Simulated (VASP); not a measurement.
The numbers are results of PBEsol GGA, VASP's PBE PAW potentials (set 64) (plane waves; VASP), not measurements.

The input files of a VASP run:

**INCAR**
```
LWAVE  =  .False.
EDIFFG  =  -0.01   # ionic stop
IBRION  =  2   # conjugate gradients
ISIF  =  2   # forces and stress, cell fixed
EDIFF  =  1E-7
LMAXMIX  =  4   # l cut-off of mixed one-centre charges
ALGO  =  Normal
ISMEAR  =  0   # Gaussian
PREC  =  Accurate
LASPH  =  .True.
SYSTEM  =  GaN
LREAL  =  .False.
NSW  =  30   # most ionic steps
SIGMA  =  0.05
LCHARG  =  .False.
GGA  =  PS   # PBEsol
NELM  =  100
ENCUT  =  600   # plane-wave cut-off (eV)
```

**POSCAR**
```
GaN
1
    1.5912219442    -2.7560772157    -0.0068901930
    1.5912219442     2.7560772157     0.0068901930
    0.0000000000     0.0129502560     5.1801024119
Ga N
2 2
Direct
  0.6666670000   0.3333330000   0.5000334008
  0.3333330000   0.6666670000   0.0000334008
  0.6666670000   0.3333330000   0.8769665992
  0.3333330000   0.6666670000   0.3769665992
```

KPOINTS:
```
kpoints
0
gamma
8 8 4
```

POTCAR, in this order: Ga_d N (PBE.64 set). Program: vasp_std.

The run wrote:

OUTCAR:
```
 ion  position               nearest neighbor table
   1  0.667  0.333  0.500-   4 1.94   4 1.95   4 1.95   3 1.95
   2  0.333  0.667  0.000-   3 1.94   3 1.94   3 1.95   4 1.95
   3  0.667  0.333  0.877-   2 1.94   2 1.94   2 1.95   1 1.95
   4  0.333  0.667  0.377-   1 1.94   1 1.95   1 1.95   2 1.95
  LATTYP: Found a base centered monoclinic cell.
 ALAT       =     5.5121716569
 B/A-ratio  =     0.5773484729
 C/A-ratio  =     0.9397600297
 COS(beta)  =    -0.0049999687
 Subroutine PRICEL returns:
 Original cell was already a primitive cell.
 Subroutine GETGRP returns: Found  2 space group operations
The static configuration has the point symmetry C_1h.
The dynamic configuration has the point symmetry C_1h.
 Subroutine INISYM returns: Found  2 space group operations
 Subroutine IBZKPT returns following result:
 Found     78 irreducible k-points:

 Following reciprocal coordinates:
            Coordinates               Weight
  0.000000  0.000000  0.000000      1.000000
  0.125000 -0.000000  0.000000      4.000000
  0.250000 -0.000000  0.000000      4.000000
  0.375000 -0.000000  0.000000      4.000000
...
```

### OSZICAR
```
       N       E                     dE             d eps       ncg     rms          rms(c)
DAV:   1     0.290916951051E+03    0.29092E+03   -0.20034E+04  3608   0.333E+03
DAV:   2     0.772392625435E+01   -0.28319E+03   -0.27450E+03  3802   0.562E+02
DAV:   3    -0.283579265753E+02   -0.36082E+02   -0.35728E+02  3962   0.163E+02
DAV:   4    -0.298963594668E+02   -0.15384E+01   -0.15336E+01  4822   0.353E+01
DAV:   5    -0.299201592160E+02   -0.23800E-01   -0.23786E-01  3912   0.398E+00    0.102E+01
DAV:   6    -0.262373091817E+02    0.36829E+01   -0.13330E+01  6268   0.581E+01    0.306E+00
DAV:   7    -0.263182799787E+02   -0.80971E-01   -0.16367E+00  3716   0.111E+01    0.262E+00
DAV:   8    -0.262974465130E+02    0.20833E-01   -0.32106E-01  6014   0.859E+00    0.980E-01
DAV:   9    -0.262703564565E+02    0.27090E-01   -0.13055E-01  6098   0.615E+00    0.293E-01
DAV:  10    -0.262712252079E+02   -0.86875E-03   -0.64691E-03  4046   0.871E-01    0.145E-01
DAV:  11    -0.262711823607E+02    0.42847E-04   -0.67696E-04  5278   0.505E-01    0.241E-02
DAV:  12    -0.262711791659E+02    0.31948E-05   -0.15848E-04  4914   0.103E-01    0.878E-03
DAV:  13    -0.262711799325E+02   -0.76659E-06   -0.16631E-05  4414   0.810E-02    0.644E-03
DAV:  14    -0.262711799187E+02    0.13887E-07   -0.15779E-06  4636   0.248E-02    0.498E-03
DAV:  15    -0.262711797200E+02    0.19862E-06   -0.56346E-07  4412   0.894E-03    0.533E-04
DAV:  16    -0.262711797191E+02    0.89040E-09   -0.74169E-08  2318   0.236E-03
   1 F= -.26271180E+02 E0= -.26271180E+02  d E =-.262712E+02
       N       E                     dE             d eps       ncg     rms          rms(c)
DAV:   1    -0.262711400470E+02    0.39673E-04   -0.29371E-02  3432   0.134E+00    0.205E-02
DAV:   2    -0.262712430989E+02   -0.10305E-03   -0.10694E-03  4200   0.308E-01    0.110E-02
DAV:   3    -0.262712430468E+02    0.52118E-07   -0.30489E-05  4458   0.534E-02    0.736E-03
DAV:   4    -0.262712410934E+02    0.19534E-05   -0.62324E-06  5206   0.366E-02    0.129E-03
DAV:   5    -0.262712412671E+02   -0.17370E-06   -0.18915E-06  3722   0.155E-02    0.138E-03
DAV:   6    -0.262712412569E+02    0.10230E-07   -0.58211E-08  2296   0.398E-03
   2 F= -.26271241E+02 E0= -.26271241E+02  d E =-.615377E-04
```

### OUTCAR
```
------------------------ aborting loop because EDIFF is reached ----------------------------------------
  FORCE on cell =-STRESS in cart. coord.  units (eV):
  Direction    XX          YY          ZZ          XY          YZ          ZX
  --------------------------------------------------------------------------------------
  Total       -0.0784443     -0.0802583      0.0110218      0.0000000     -0.1257229      0.0000000
  in kB       -2.7662029     -2.8301729      0.3886639      0.0000000     -4.4334043      0.0000000
  external PRESSURE =      -1.7359040 kB  Pullay stress =       0.0000000 kB
  volume of cell :       45.43
      direct lattice vectors                 reciprocal lattice vectors
     1.591221944 -2.756077216 -0.006890193     0.314223922 -0.181418402  0.000453546
     1.591221944  2.756077216  0.006890193     0.314223922  0.181418402 -0.000453546
     0.000000000  0.012950256  5.180102412     0.000000000 -0.000482619  0.193047583
  FREE ENERGIE OF THE ION-ELECTRON SYSTEM (eV)
  ---------------------------------------------------
  free  energy   TOTEN  =       -26.2712412569 eV

  energy  without entropy=      -26.2712412569  energy(sigma->0) =      -26.27124126

 reached required accuracy - stopping structural energy minimisation
```
(Selected blocks of OUTCAR.)

**CONTCAR**
```
GaN
   1.00000000000000
     1.5912219442000000   -2.7560772157000000   -0.0068901930000000
     1.5912219442000000    2.7560772157000000    0.0068901930000000
     0.0000000000000000    0.0129502560000000    5.1801024119000001
  Ga              N
     2     2
Direct
     0.6669036625161563    0.3330963374838437    0.5001239333010822
     0.3335643337351456    0.6664356662648544    0.0001229571542200
     0.6664360503421877    0.3335639496578123    0.8768765650517181
     0.3330959534065104    0.6669040465934896    0.3768765444929846
```

File OUTCAR:
```
 val. band max:        5.2517710518   @ k =   0.0000   0.0000   0.0000

 cond. band min:       7.1511893041   @ k =   0.0000   0.0000   0.0000


 Fermi energy:         5.4661008135

 k-point     1 :       0.0000    0.0000    0.0000
  band No.  band energies     occupation
      1     -10.7791      2.00000
      2      -9.8057      2.00000
      3      -8.1578      2.00000
      4      -8.1420      2.00000
      5      -8.1419      2.00000
      6      -8.0789      2.00000
      7      -8.0789      2.00000
      8      -7.8805      2.00000
      9      -7.8805      2.00000
     10      -7.7788      2.00000
     11      -7.7788      2.00000
     12      -6.5396      2.00000
     13      -1.9146      2.00000
     14       4.1932      2.00000
     15       4.1934      2.00000
     16       5.2031      2.00000
     17       5.2467      2.00000
     18       5.2518      2.00000
     19       7.1512      0.00000
     20       9.4565      0.00000
     21      14.3774      0.00000
     22      15.0659      0.00000

 k-point     2 :       0.1250   -0.0000    0.0000
  band No.  band energies     occupation
      1     -10.6239      2.00000
      2      -9.7657      2.00000
      3      -8.1409      2.00000
      4      -8.1199      2.00000
      5      -8.0953      2.00000
      6      -8.0592      2.00000
      7      -8.0480      2.00000
      8      -7.8938      2.00000
      9      -7.8813      2.00000
     10      -7.8045      2.00000
     11      -7.7753      2.00000
     12      -6.4315      2.00000
     13      -1.6901      2.00000
     14       3.1185      2.00000
     15       3.8780      2.00000
     16       4.0804      2.00000
     17       5.0455      2.00000
     18       5.1085      2.00000
     19       8.1974      0.00000
     20      10.3269      0.00000
     21      13.7983      0.00000
     22      14.2997      0.00000

 k-point     3 :       0.2500   -0.0000    0.0000
  band No.  band energies     occupation
      1     -10.2550      2.00000
...
```

The compound is GaN in the wurtzite structure. This cell was strained or had an atom moved on purpose. Symmetry was kept, so distortions that lower it aren't found.
